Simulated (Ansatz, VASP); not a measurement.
Two plane-wave programs on AlSn

Contents of INCAR:

```
  PREC = Accurate
  ENCUT = 520
  EDIFF = 1E-7
  ISMEAR = -1
  SIGMA = 0.05
  LREAL = False
  LASPH = True
  NELM = 100
  ALGO = Normal
  ISIF = 2
  LWAVE = False
  LCHARG = False
  GGA = PE
  NBANDS = 16
```

File KPOINTS:

```
Automatic mesh
0
Gamma
  7 7 8
```

Contents of POSCAR:

```
AlSn
1.0
    4.2533501828      0.0000000000      0.0000000000
   -2.1266750913      3.6835093094      0.0000000000
    0.0000000000      0.0000000000      3.3503631350
Sn Al
1 1
Direct
    0.3333333333      0.6666666667      0.5000000000
    0.0000000000      0.0000000000      0.0000000000
```

File input.yaml:

```yaml
crystal:
  lattice:
    - [4.2533501828, 0.0, 0.0]
    - [-2.1266750913, 3.6835093094, 0.0]
    - [0.0, 0.0, 3.350363135]
  atoms:
    - { symbol: Sn, position: [0.3333333333, 0.6666666667, 0.5] }
    - { symbol: Al, position: [0.0, 0.0, 0.0] }
hamiltonian:
  xc: pbe
  pseudopotentials: { kind: paw }
kpoints:
  mp_grid: { grid: [7, 7, 8] }
scf:
  occupations: { method: fermi_dirac, width: 0.05 }
output:
  forces: true
  stress: true
  eigenvalues: true
```

Change from the starting cell: volume scaled by 1.04.

Alike in both runs: task single point; functional PBE; k mesh 7 × 7 × 8; occupations fermi-dirac, width 0.05 eV; no spin polarisation.

|  | VASP | Ansatz |
| --- | --- | --- |
| version | VASP 6.6.1 | Ansatz 0.2.0 |
| potentials or method | VASP PAW PBE potentials, release 64 (Sn_d, Al) | Ansatz PAW |
| plane-wave cutoff (eV) | 520 | 420 |
| valence electrons in the cell | 17 | 17 |

|  | VASP | Ansatz | Ansatz less VASP |
| --- | --- | --- | --- |
| gap on the k mesh at the Fermi level (eV) | none | none | - |
| pressure (GPa) | -1.6 | -1.6 | +0.04 |
| largest component of the traceless stress (GPa) | 0.14 | 0.14 | -0.002 |

A gap of «none» marks a metal or a gap that the smearing closes. The functional is the same, so the differences come from potentials, cutoffs and numerics.
